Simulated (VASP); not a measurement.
A convergence study with VASP on TiS₂ (1T layered): one setting is varied, all else stays as given below, so the limit is that of these other settings.

```xyz
3
Lattice="1.7050 -2.9531 0.0000 1.7050 2.9531 0.0000 0.0000 0.0000 5.7000" Properties=species:S:1:pos:R:3 pbc="T T T"
Ti     0.0000     0.0000     0.0000
S      1.7050     0.9844     1.4250
S      1.7050    -0.9844     4.2750
```

These are PBE GGA, VASP's PBE PAW potentials (set 64) (plane waves; VASP) values and carry that method's errors. The tightest run used: 550 eV cut-off, 16×16×8 Monkhorst-Pack mesh, first-order Methfessel-Paxton smearing of 0.10 eV, potentials Ti_sv S.

| setting | E (eV/atom) | pressure (GPa) | irreducible k-points |
|---|---|---|---|
| 1×1×1 mesh | -2.9137 | 38.34 | 1 |
| 2×2×1 mesh | -6.7824 | -1.36 | 2 |
| 3×3×2 mesh | -6.5332 | 2.02 | 4 |

Q: These are the cheaper rows. Estimate the results at 16×16×8 mesh, and how far the last row shown lies from them.

A: 
```csv
quantity,tightest run,last row shown is off by
E (eV/atom),-6.6430,0.1098
pressure (GPa),0.46,1.56
```

Left out are rungs that failed or repeat a setting and relaxations that didn't move; long series are thinned to 24 rows.

The compound is TiS2 in the 1T layered structure. The cell was not relaxed at this level.
